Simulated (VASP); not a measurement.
Data:

```yaml
crystal:
  lattice:
    - [0.00000, 2.91323, 2.91323]
    - [2.91323, 0.00000, 2.91323]
    - [2.91323, 2.91323, 0.00000]
  atoms:
    - { symbol: Cd, position: [0.00000, 0.00000, 0.00000] }
    - { symbol: S, position: [0.25000, 0.25000, 0.25000] }
```

All values below come from PBEsol GGA, VASP's PBE PAW potentials (set 64) (plane waves; VASP 6.6.1). Numerical set-up: 480 eV cut-off, 8×8×8 Γ-centred mesh, Gaussian smearing of 0.050 eV, potentials Cd S.

Q: Predict the energy per atom (σ→0), band gap (on the k-mesh) with the smallest direct gap where there is one.

A: 
| Item | Result |
|---|---|
| band gap (on the k-mesh) | 1.02 eV |
| smallest direct gap (on the k-mesh) | 1.02 eV |
| energy per atom (σ→0) | -3.407 eV/atom |

Only differences to runs with the same potentials and settings are physical.

The compound is CdS in the zinc blende structure, a metastable form; wurtzite is the usual one. It was relaxed first.
